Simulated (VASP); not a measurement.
Tl3Mo, 4 atoms in the cell. The structure is cubic, space group Im-3m (No. 229). Conventional cell: a = 6.160 Å, b = 6.160 Å, c = 6.160 Å, α = 90.00°, β = 90.00°, γ = 90.00°. Tl (site symmetry 4/mmm) is surrounded by 4 Tl at 3.08 Å and 2 Mo at 3.08 Å. Around Mo (site symmetry m-3m) lie 6 Tl at 3.08 Å. The cell was built by a generator and needn't be a form met in nature. The cell isn't the ideal one: species swapped into the Sb3Au type (Im-3m, No. 229).

| Property | Result |
| --- | --- |
| Program | VASP 6.6.1 |
| Task | relaxation of cell and atoms |
| Functional | PBE |
| Potentials or basis | VASP PAW PBE potentials, release 64 (Tl_d, Mo_sv) |
| Cutoff | 600 eV |
| k mesh | 10 × 10 × 10 |
| Occupations | gaussian, width 0.1 eV |
| Spin | no spin polarisation |
| Dipole correction | no |
| Further INCAR settings | ALGO = Normal; EDIFF = 1e-06; IBRION = 2; EDIFFG = -0.01; NSW = 100; ISIF = 3 |

Potentials or basis: VASP PAW PBE potentials, release 64 (Tl_d, Mo_sv).

Command:

```console
$ cat potpaw_PBE.64/Tl_d/POTCAR potpaw_PBE.64/Mo_sv/POTCAR > POTCAR
$ mpirun -np 1 vasp_std > vasp.out
```

Hardware: 1 thread of Intel(R) Xeon(R) Platinum 8375C CPU @ 2.90GHz (Ice Lake) (shared host).

Estimate the wall time of this run.

It took 7.2 min on 1 thread of Intel(R) Xeon(R) Platinum 8375C CPU @ 2.90GHz (Ice Lake), with other jobs on the host, peak memory 0.43 GiB. Counts: scf iterations 29, k points 47, ion steps 3.
